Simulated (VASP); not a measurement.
Here is the system:

```xyz
1
Lattice="-1.5581 1.5581 1.5581 1.5581 -1.5581 1.5581 1.5581 1.5581 -1.5581" Properties=species:S:1:pos:R:3 pbc="T T T"
Mo     0.0000     0.0000     0.0000
```

The numbers are results of SCAN meta-GGA, VASP's PBE PAW potentials (set 64) (plane waves; VASP), not measurements. Run with 520 eV cut-off, 16×16×16 Γ-centred mesh, first-order Methfessel-Paxton smearing of 0.10 eV, potentials Mo_sv.

Task: Give the stress tensor in GPa (positive for a compressed cell).

Result: 
```
8.56  0.00  0.00
0.00  8.56  0.00
0.00  0.00  8.56
```
The pressure is its mean diagonal, 8.56 GPa.

The compound is Mo in the bcc structure. This cell is one point of a volume scan, at 0.97 of the reference volume.
